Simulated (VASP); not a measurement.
These are PBEsol GGA, VASP's PBE PAW potentials (set 64) (plane waves; VASP 6.6.1) values and carry that method's errors.

Input for VASP

### POSCAR
```
TiNbB4
1
    3.0870300000     0.0000000000     0.0000000000
   -1.5435150000     2.6734460000     0.0000000000
    0.0000000000     0.0000000000     6.5994300000
Ti Nb B
1 1 4
Direct
  0.0000000000   0.0000000000   0.5000000000
  0.0000000000   0.0000000000   0.0000000000
  0.3333330000   0.6666670000   0.7407700000
  0.6666670000   0.3333330000   0.2592300000
  0.6666670000   0.3333330000   0.7407700000
  0.3333330000   0.6666670000   0.2592300000
```

### INCAR
```
SYSTEM = TiNbB4
PREC = Accurate; ENCUT = 400; LREAL = .False.
LASPH = .True.
EDIFF = 1E-6; NELM = 100; ALGO = Normal
LMAXMIX = 4
ISMEAR = -1; SIGMA = 0.1
GGA = PS
ISIF = 2
LWAVE = .False.; LCHARG = .False.
```

KPOINTS:
```
Automatic mesh
0
Gamma
10 10 4
0 0 0
```

POTCAR, in this order: Ti_sv Nb_sv B (PBE.64 set). Program: vasp_std.

What VASP printed:

**OUTCAR**
```
 ion  position               nearest neighbor table
   1  0.000  0.000  0.500-   3 2.39   4 2.39   5 2.39   6 2.39   3 2.39   6 2.39   4 2.39   5 2.39
                             4 2.39   5 2.39   3 2.39   6 2.39
   2  0.000  0.000  0.000-   3 2.47   4 2.47   5 2.47   6 2.47   3 2.47   6 2.47   4 2.47   5 2.47
                             4 2.47   5 2.47   3 2.47   6 2.47
   3  0.333  0.667  0.741-   5 1.78   5 1.78   5 1.78   1 2.39   1 2.39   1 2.39   2 2.47   2 2.47
                             2 2.47
   4  0.667  0.333  0.259-   6 1.78   6 1.78   6 1.78   1 2.39   1 2.39   1 2.39   2 2.47   2 2.47
                             2 2.47
   5  0.667  0.333  0.741-   3 1.78   3 1.78   3 1.78   1 2.39   1 2.39   1 2.39   2 2.47   2 2.47
                             2 2.47
   6  0.333  0.667  0.259-   4 1.78   4 1.78   4 1.78   1 2.39   1 2.39   1 2.39   2 2.47   2 2.47
                             2 2.47
  LATTYP: Found a hexagonal cell.
 ALAT       =     3.0870300000
 C/A-ratio  =     2.1377926356
 Subroutine PRICEL returns:
 Original cell was already a primitive cell.
 Subroutine GETGRP returns: Found 24 space group operations
The static configuration has the point symmetry D_6h.
The dynamic configuration has the point symmetry D_6h.
 Subroutine INISYM returns: Found 24 space group operations
 Subroutine IBZKPT returns following result:
 Found     42 irreducible k-points:

 Following reciprocal coordinates:
            Coordinates               Weight
  0.000000  0.000000  0.000000      1.000000
  0.100000  0.000000  0.000000      6.000000
  0.200000  0.000000  0.000000      6.000000
  0.300000  0.000000  0.000000      6.000000
  0.400000  0.000000  0.000000      6.000000
  0.500000  0.000000  0.000000      3.000000
  0.100000  0.100000  0.000000      6.000000
  0.200000  0.100000  0.000000     12.000000
  0.300000  0.100000  0.000000     12.000000
  0.400000  0.100000  0.000000     12.000000
  0.200000  0.200000  0.000000      6.000000
  0.300000  0.200000  0.000000     12.000000
  0.400000  0.200000  0.000000      6.000000
...
```

**OSZICAR**
```
       N       E                     dE             d eps       ncg     rms          rms(c)
DAV:   1     0.334452913308E+03    0.33445E+03   -0.16103E+04  1848   0.150E+03
DAV:   2    -0.178594545744E+02   -0.35231E+03   -0.34775E+03  1958   0.502E+02
DAV:   3    -0.587939831602E+02   -0.40935E+02   -0.40300E+02  3266   0.145E+02
DAV:   4    -0.612493753062E+02   -0.24554E+01   -0.24245E+01  2676   0.299E+01
DAV:   5    -0.613835712824E+02   -0.13420E+00   -0.13283E+00  2950   0.682E+00    0.205E+01
DAV:   6    -0.531204994481E+02    0.82631E+01   -0.49881E+01  2468   0.545E+01    0.532E+00
DAV:   7    -0.534908078666E+02   -0.37031E+00   -0.89373E+00  2972   0.212E+01    0.467E+00
DAV:   8    -0.532228814194E+02    0.26793E+00   -0.19733E+00  2588   0.103E+01    0.295E+00
DAV:   9    -0.532436162447E+02   -0.20735E-01   -0.33203E-01  2698   0.398E+00    0.990E-01
DAV:  10    -0.532338144379E+02    0.98018E-02   -0.81482E-02  2732   0.179E+00    0.260E-01
DAV:  11    -0.532335557777E+02    0.25866E-03   -0.91055E-03  2542   0.620E-01    0.770E-02
DAV:  12    -0.532335384860E+02    0.17292E-04   -0.95369E-04  2670   0.265E-01    0.358E-02
DAV:  13    -0.532335381482E+02    0.33781E-06   -0.60740E-05  2704   0.641E-02    0.143E-02
DAV:  14    -0.532335400756E+02   -0.19274E-05   -0.17124E-05  2724   0.312E-02    0.353E-03
DAV:  15    -0.532335399730E+02    0.10265E-06   -0.10459E-06  1524   0.662E-03
   1 F= -.53233540E+02 E0= -.53206287E+02  d E =-.545057E-01
```

OUTCAR:
```
------------------------ aborting loop because EDIFF is reached ----------------------------------------
  FORCE on cell =-STRESS in cart. coord.  units (eV):
  Direction    XX          YY          ZZ          XY          YZ          ZX
  --------------------------------------------------------------------------------------
  Total       -3.2701503     -3.2701493     -4.0004165      0.0000000      0.0000000      0.0000000
  in kB      -96.1965731    -96.1965441   -117.6784927      0.0000000      0.0000000      0.0000000
  external PRESSURE =    -103.3572033 kB  Pullay stress =       0.0000000 kB
  volume of cell :       54.47
      direct lattice vectors                 reciprocal lattice vectors
     3.087030000  0.000000000  0.000000000     0.323935951  0.187024537  0.000000000
    -1.543515000  2.673446000  0.000000000     0.000000000  0.374049074  0.000000000
     0.000000000  0.000000000  6.599430000     0.000000000  0.000000000  0.151528238
 POSITION                                       TOTAL-FORCE (eV/Angst)
 -----------------------------------------------------------------------------------
      0.00000      0.00000      3.29971         0.000000     -0.000000      0.000000
      0.00000      0.00000      0.00000        -0.000000     -0.000000      0.000000
     -0.00000      1.78230      4.88866        -0.000000      0.000000      0.119202
      1.54352      0.89115      1.71077        -0.000000     -0.000000     -0.119202
      1.54352      0.89115      4.88866         0.000000     -0.000000      0.119202
     -0.00000      1.78230      1.71077         0.000000      0.000000     -0.119202
 -----------------------------------------------------------------------------------
    total drift:                               -0.000000      0.000000      0.000000
  FREE ENERGIE OF THE ION-ELECTRON SYSTEM (eV)
  ---------------------------------------------------
  free  energy   TOTEN  =       -53.2335399730 eV

  energy  without entropy=      -53.1790342326  energy(sigma->0) =      -53.20628710
```
(Selected blocks of OUTCAR.)

At this cut-off the stress carries a Pulay error, which pulls relaxed volumes low.

The structure comes from a computed database's TiNbB4 entry; how it stands against other phases isn't given here. The cell was not relaxed at this level. The electron count is odd and the run is not spin-polarised, which forces a metal. VASP warned that the highest band is occupied, so more bands are needed.
